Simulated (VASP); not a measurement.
Here is the system:

```xyz
4
Lattice="3.0781 0.0000 0.0000 -1.5390 2.6657 0.0000 0.0000 0.0000 5.0489" Properties=species:S:1:pos:R:3 pbc="T T T"
Si     0.0000     1.7771     5.0466
Si     1.5390     0.8886     2.5221
C      0.0000     1.7771     1.8957
C      1.5390     0.8886     4.4202
```

Level of theory: PBEsol GGA, VASP's PBE PAW potentials (set 64) (plane waves; VASP). Settings: 520 eV cut-off, Gaussian smearing of 0.050 eV, potentials Si C.

Q: What does the run give for the band gap (along the path) with the smallest direct gap where there is one?

A: 
| Property | Value |
|---|---|
| band gap (along the path) | 2.12 eV |
| smallest direct gap (along the path) | 3.84 eV |

Only differences to runs with the same potentials and settings are physical.

The structure was generated: SiC was put into the wurtzite type (P6_3mc), which need not be its known phase. It was relaxed first.
